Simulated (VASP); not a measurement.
A run of VASP 6.6.1 is set up as follows.

Contents of INCAR:

```
ALGO     = Normal         # electronic algorithm
EDIFF    = 1E-7           # SCF threshold, eV
EDIFFG   = -0.01          # ionic threshold
ENCUT    = 300            # plane-wave cutoff, eV
GGA      = PE             # functional
IBRION   = 2              # ionic algorithm
ISIF     = 2              # what is computed and relaxed
ISMEAR   = 0              # smearing method
LASPH    = True           # aspherical terms in the spheres
LCHARG   = False          # write CHGCAR
LREAL    = False          # projectors in reciprocal space
LWAVE    = False          # write WAVECAR
NELM     = 80             # most SCF steps
NSW      = 40             # ionic steps
PREC     = Accurate       # precision mode
SIGMA    = 0.03           # smearing width, eV
```

File KPOINTS:

```
k-points
0
Gamma
  5 5 5
```

The input POSCAR:

```
GaSb                                    
1.0
   -0.0000000000      3.1578511387      3.1578511387
    3.1578511387     -0.0000000000      3.1578511387
    3.1578511387      3.1578511387      0.0000000000
  Ga              Sb            
     1     1
Direct
     1.0000000000000000    0.0000000000000000    1.0000000000000000
     0.2500000000000000    0.2500000000000000    0.2500000000000000
```

Potentials or basis: VASP PAW PBE potentials, release 64 (Ga, Sb).

Command:

```sh
$ cat potpaw_PBE.64/Ga/POTCAR potpaw_PBE.64/Sb/POTCAR > POTCAR
$ mpirun -np 1 vasp_std > vasp.out
```

What does it give for the band gap on the k mesh?

None (metal or under the smearing width).

Final structure:
```yaml
crystal:
  lattice:
    - [0.00000, 3.15785, 3.15785]
    - [3.15785, 0.00000, 3.15785]
    - [3.15785, 3.15785, 0.00000]
  atoms:
    - { symbol: Ga, position: [0.00000, 0.00000, 0.00000] }
    - { symbol: Sb, position: [0.25000, 0.25000, 0.25000] }
```

Caveat: the relaxation stopped at its first step, so nothing moved. Spin-orbit coupling is left out, which matters for the levels of Sb.
